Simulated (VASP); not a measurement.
Input of a VASP 6.6.1 run:

File POSCAR:

```
CdTe
1.0
    0.0000000000      3.3111409341      3.3111409341
    3.3111409341      0.0000000000      3.3111409341
    3.3111409341      3.3111409341      0.0000000000
  Cd              Te
     1     1
Direct
     0.0000000000000000    0.0000000000000000    0.0000000000000000
     0.2500000000000000    0.2500000000000000    0.2500000000000000
```

The input INCAR.step1:

```
PREC = Accurate ; ENCUT = 600
EDIFF = 1E-8 ; ISMEAR = 0
SIGMA = 0.03 ; LREAL = F
LASPH = T ; NELM = 80
ALGO = Normal ; ISIF = 3
LWAVE = F ; LCHARG = F
GGA = PE ; IBRION = 2
NSW = 40 ; EDIFFG = -0.002
```

Contents of INCAR.step2:

```
PREC = Accurate ; ENCUT = 600
EDIFF = 1E-8 ; ISMEAR = 0
SIGMA = 0.03 ; LREAL = F
LASPH = T ; NELM = 80
ALGO = Normal ; ISIF = 2
LWAVE = F ; LCHARG = F
GGA = PE ; IBRION = 6
NFREE = 2 ; POTIM = 0.015
NSW = 1 ; LEPSILON = T
```

The input KPOINTS:

```
Automatic mesh
0
Monkhorst-Pack
  12 12 12
```

Potentials or basis: VASP PAW PBE potentials, release 64 (Cd, Te).

The run is started by

```console
$ cat potpaw_PBE.64/Cd/POTCAR potpaw_PBE.64/Te/POTCAR > POTCAR
$ cp INCAR.step1 INCAR
$ mpirun -np 1 vasp_std > vasp.out
$ cp CONTCAR POSCAR
$ cp INCAR.step2 INCAR
$ mpirun -np 1 vasp_std > vasp.out
```

Task: What does it give for the electronic dielectric tensor (diagonal)?

Result: 8.99.

Task: What does it give for the Born charges (mean of the diagonal)?

Result: Cd +2.30; Te -2.30 e.

Task: Predict the highest phonon frequency at Γ, LO-TO splitting left out.

Result: 131 cm⁻¹.

Electronic dielectric tensor:
```
8.99 0.00 0.00
0.00 8.99 0.00
0.00 0.00 8.99
```

The run has no spin-orbit coupling, so splittings on Te are missing.
